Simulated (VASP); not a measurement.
Output of a VASP run:

OSZICAR:
```
...
       N       E                     dE             d eps       ncg     rms          rms(c)
DAV:   1    -0.182943832946E+03    0.30330E-01   -0.31183E+01  1392   0.946E+00    0.981E-01
RMM:   2    -0.182980255777E+03   -0.36423E-01   -0.41589E-01  1360   0.980E-01    0.345E-01
RMM:   3    -0.182985707469E+03   -0.54517E-02   -0.54729E-02  1368   0.363E-01    0.302E-01
RMM:   4    -0.182985912525E+03   -0.20506E-03   -0.76173E-03  1396   0.164E-01    0.257E-01
RMM:   5    -0.182985648374E+03    0.26415E-03   -0.24925E-03  1361   0.787E-02    0.756E-02
RMM:   6    -0.182985685890E+03   -0.37517E-04   -0.43942E-04  1362   0.327E-02    0.495E-02
RMM:   7    -0.182985650942E+03    0.34948E-04   -0.81387E-05  1041   0.159E-02    0.256E-02
RMM:   8    -0.182985641876E+03    0.90660E-05   -0.65401E-05   979   0.920E-03
   8 F= -.18298564E+03 E0= -.18296638E+03  d E =-.232977E-01  mag=     2.0000
       N       E                     dE             d eps       ncg     rms          rms(c)
DAV:   1    -0.182984080029E+03    0.15709E-02   -0.16099E+00  1432   0.215E+00    0.222E-01
RMM:   2    -0.182985882568E+03   -0.18025E-02   -0.20553E-02  1360   0.213E-01    0.736E-02
RMM:   3    -0.182986152414E+03   -0.26985E-03   -0.26519E-03  1365   0.793E-02    0.684E-02
RMM:   4    -0.182986162041E+03   -0.96275E-05   -0.36092E-04  1380   0.324E-02    0.533E-02
RMM:   5    -0.182986156911E+03    0.51304E-05   -0.10930E-04  1085   0.168E-02    0.161E-02
RMM:   6    -0.182986160540E+03   -0.36293E-05   -0.20691E-05   861   0.694E-03
   9 F= -.18298616E+03 E0= -.18296690E+03  d E =-.238164E-01  mag=     2.0000
       N       E                     dE             d eps       ncg     rms          rms(c)
DAV:   1    -0.182982019414E+03    0.41375E-02   -0.58752E+00  1376   0.398E+00    0.553E-01
RMM:   2    -0.182993215152E+03   -0.11196E-01   -0.12867E-01  1360   0.515E-01    0.180E-01
RMM:   3    -0.182994705991E+03   -0.14908E-02   -0.15997E-02  1366   0.192E-01    0.159E-01
RMM:   4    -0.182994763465E+03   -0.57473E-04   -0.23670E-03  1386   0.856E-02    0.130E-01
RMM:   5    -0.182994685523E+03    0.77942E-04   -0.69798E-04  1360   0.430E-02    0.359E-02
RMM:   6    -0.182994696053E+03   -0.10530E-04   -0.13254E-04  1133   0.174E-02    0.217E-02
RMM:   7    -0.182994688308E+03    0.77445E-05   -0.20836E-05   866   0.700E-03
  10 F= -.18299469E+03 E0= -.18297541E+03  d E =-.852777E-02  mag=     2.0000
       N       E                     dE             d eps       ncg     rms          rms(c)
DAV:   1    -0.182994501035E+03    0.19502E-03   -0.16616E-01  1488   0.670E-01    0.946E-02
RMM:   2    -0.182994833814E+03   -0.33278E-03   -0.38119E-03  1360   0.916E-02    0.324E-02
RMM:   3    -0.182994876192E+03   -0.42377E-04   -0.47280E-04  1358   0.334E-02    0.286E-02
RMM:   4    -0.182994877602E+03   -0.14103E-05   -0.74242E-05   999   0.154E-02
  11 F= -.18299488E+03 E0= -.18297560E+03  d E =-.871706E-02  mag=     2.0000
       N       E                     dE             d eps       ncg     rms          rms(c)
DAV:   1    -0.182994926911E+03   -0.50719E-04   -0.70048E-01  1424   0.148E+00    0.190E-01
RMM:   2    -0.182995789859E+03   -0.86295E-03   -0.98083E-03  1360   0.178E-01    0.627E-02
RMM:   3    -0.182995882004E+03   -0.92145E-04   -0.12274E-03  1360   0.675E-02    0.430E-02
RMM:   4    -0.182995888228E+03   -0.62244E-05   -0.20549E-04  1398   0.309E-02    0.351E-02
RMM:   5    -0.182995883721E+03    0.45075E-05   -0.48251E-05  1051   0.148E-02
  12 F= -.18299588E+03 E0= -.18297661E+03  d E =-.100612E-02  mag=     2.0000
```

OUTCAR:
```
------------------------ aborting loop because EDIFF is reached ----------------------------------------
  FORCE on cell =-STRESS in cart. coord.  units (eV):
  Direction    XX          YY          ZZ          XY          YZ          ZX
  --------------------------------------------------------------------------------------
  Total       15.7005446     15.6929150     15.6878304      0.0435889      0.0373184      0.0209686
  in kB       16.6154525     16.6073783     16.6019973      0.0461289      0.0394930      0.0221905
  external PRESSURE =      16.6082760 kB  Pullay stress =       0.0000000 kB
  volume of cell :     1513.96
      direct lattice vectors                 reciprocal lattice vectors
    11.482533193  0.000000000  0.000000000     0.087088797  0.000000000  0.000000000
     0.000000000 11.482533193  0.000000000     0.000000000  0.087088797  0.000000000
     0.000000000  0.000000000 11.482533193     0.000000000  0.000000000  0.087088797
  FREE ENERGIE OF THE ION-ELECTRON SYSTEM (eV)
  ---------------------------------------------------
  free  energy   TOTEN  =      -182.9958837206 eV

  energy  without entropy=     -182.9573282560  energy(sigma->0) =     -182.97660599

 total charge

# of ion       s       p       d       tot
------------------------------------------
    1        0.530   0.425   9.782  10.736
    2        0.530   0.422   9.782  10.733
    3        0.529   0.421   9.782  10.733
    4        0.531   0.421   9.782  10.734
    5        0.530   0.422   9.782  10.733
    6        0.530   0.420   9.782  10.732
    7        0.529   0.421   9.782  10.733
    8        0.529   0.421   9.782  10.733
    9        0.531   0.419   9.781  10.730
   10        0.531   0.419   9.781  10.730
   11        0.530   0.420   9.782  10.732
   12        0.531   0.419   9.781  10.730
   13        0.529   0.421   9.782  10.733
   14        0.530   0.424   9.782  10.736
   15        0.529   0.421   9.782  10.733
   16        0.529   0.422   9.782  10.733
   17        0.531   0.419   9.781  10.730
   18        0.531   0.419   9.781  10.730
   19        0.530   0.425   9.782  10.736
   20        0.531   0.419   9.781  10.731
   21        0.531   0.419   9.781  10.731
   22        0.529   0.421   9.782  10.733
   23        0.531   0.419   9.781  10.730
   24        0.531   0.419   9.781  10.730
   25        0.529   0.421   9.782  10.733
   26        0.530   0.420   9.782  10.732
   27        0.531   0.419   9.781  10.730
   28        0.529   0.422   9.782  10.733
   29        0.531   0.419   9.781  10.730
   30        0.531   0.419   9.781  10.730
   31        0.529   0.421   9.782  10.733
   32        1.441   2.418   0.026   3.886
   33        1.441   2.418   0.026   3.885
   34        1.441   2.418   0.026   3.886
   35        1.442   2.420   0.026   3.887
   36        1.441   2.416   0.025   3.883
   37        1.441   2.416   0.025   3.883
   38        1.442   2.420   0.026   3.887
   39        1.441   2.417   0.025   3.883
   40        1.454   2.384   0.025   3.864
   41        1.441   2.416   0.025   3.883
   42        1.441   2.416   0.025   3.883
   43        1.441   2.416   0.025   3.883
   44        1.442   2.420   0.026   3.887
   45        1.441   2.418   0.026   3.885
   46        1.441   2.418   0.026   3.885
   47        1.441   2.416   0.025   3.883
   48        1.454   2.384   0.025   3.863
...
```
(Selected blocks of OUTCAR.)

POSCAR:
```
Zn31Se32
1
   11.4825331932     0.0000000000     0.0000000000
    0.0000000000    11.4825331932     0.0000000000
   -0.0000000000    -0.0000000000    11.4825331932
Zn Se
31 32
Direct
  0.5000000000   0.0000000000   0.0000000000
  0.7500000000   0.2500000000   0.0000000000
  0.7500000000   0.0000000000   0.2500000000
  0.0000000000   0.0000000000   0.0000000000
  0.2500000000   0.2500000000   0.0000000000
  0.5000000000   0.5000000000   0.0000000000
  0.7500000000   0.7500000000   0.0000000000
  0.2500000000   0.0000000000   0.2500000000
  0.5000000000   0.2500000000   0.2500000000
  0.7500000000   0.5000000000   0.2500000000
  0.5000000000   0.0000000000   0.5000000000
  0.7500000000   0.2500000000   0.5000000000
  0.7500000000   0.0000000000   0.7500000000
  0.0000000000   0.5000000000   0.0000000000
  0.2500000000   0.7500000000   0.0000000000
  0.0000000000   0.2500000000   0.2500000000
  0.2500000000   0.5000000000   0.2500000000
  0.5000000000   0.7500000000   0.2500000000
  0.0000000000   0.0000000000   0.5000000000
  0.2500000000   0.2500000000   0.5000000000
  0.7500000000   0.7500000000   0.5000000000
  0.2500000000   0.0000000000   0.7500000000
  0.5000000000   0.2500000000   0.7500000000
  0.7500000000   0.5000000000   0.7500000000
  0.0000000000   0.7500000000   0.2500000000
  0.0000000000   0.5000000000   0.5000000000
  0.2500000000   0.7500000000   0.5000000000
  0.0000000000   0.2500000000   0.7500000000
  0.2500000000   0.5000000000   0.7500000000
  0.5000000000   0.7500000000   0.7500000000
  0.0000000000   0.7500000000   0.7500000000
  0.6250000000   0.1250000000   0.1250000000
  0.8750000000   0.3750000000   0.1250000000
  0.8750000000   0.1250000000   0.3750000000
  0.1250000000   0.1250000000   0.1250000000
  0.3750000000   0.3750000000   0.1250000000
  0.6250000000   0.6250000000   0.1250000000
  0.8750000000   0.8750000000   0.1250000000
  0.3750000000   0.1250000000   0.3750000000
  0.6254110000   0.3791210000   0.3785040000
  0.8750000000   0.6250000000   0.3750000000
  0.6250000000   0.1250000000   0.6250000000
  0.8750000000   0.3750000000   0.6250000000
  0.8750000000   0.1250000000   0.8750000000
  0.1250000000   0.6250000000   0.1250000000
  0.3750000000   0.8750000000   0.1250000000
  0.1250000000   0.3750000000   0.3750000000
  0.3759330000   0.6266830000   0.3753560000
  0.6250000000   0.8750000000   0.3750000000
  0.1250000000   0.1250000000   0.6250000000
  0.3760700000   0.3791300000   0.6264600000
  0.6245310000   0.6225700000   0.6284010000
  0.8750000000   0.8750000000   0.6250000000
  0.3750000000   0.1250000000   0.8750000000
  0.6250000000   0.3750000000   0.8750000000
  0.8750000000   0.6250000000   0.8750000000
  0.1250000000   0.8750000000   0.3750000000
  0.1250000000   0.6250000000   0.6250000000
  0.3750000000   0.8750000000   0.6250000000
  0.1250000000   0.3750000000   0.8750000000
  0.3750000000   0.6250000000   0.8750000000
  0.6250000000   0.8750000000   0.8750000000
  0.1250000000   0.8750000000   0.8750000000
```

Question: Reconstruct the remaining input files.

Answer: Several could match; the one computed here: the input of the run itself, PBE GGA, plane waves, VASP's PBE PAW potentials (set 64).

### INCAR
```
SYSTEM  =  Zn31Se32
PREC  =  Normal; ENCUT  =  400; LREAL  =  Auto
LASPH  =  T; ISYM  =  0; NELECT  =  566.0
EDIFF  =  1E-5; NELM  =  100; NELMIN  =  4
ALGO  =  Fast; LMAXMIX  =  4
ISMEAR  =  0; SIGMA  =  0.05
GGA  =  PE
ISPIN  =  2; MAGMOM  =  63*0.0317; NUPDOWN  =  2
IBRION  =  2; NSW  =  60; ISIF  =  2
EDIFFG  =  -0.03
LWAVE  =  F; LCHARG  =  F; LORBIT  =  10
```

**KPOINTS**
```
Automatic mesh
0
Gamma
1 1 1
0 0 0
```

POTCAR, in this order: Zn Se (PBE.64 set). Program: vasp_gam.

The cell is charged, with a uniform compensating background. The supercell is sampled at Γ alone, which is coarse: total energies, pressure and levels can be off, energies of defects by several tenths of an eV.

The cell is a supercell with a defect, built from ZnSe (zinc blende): vac_Zn, charge -2.
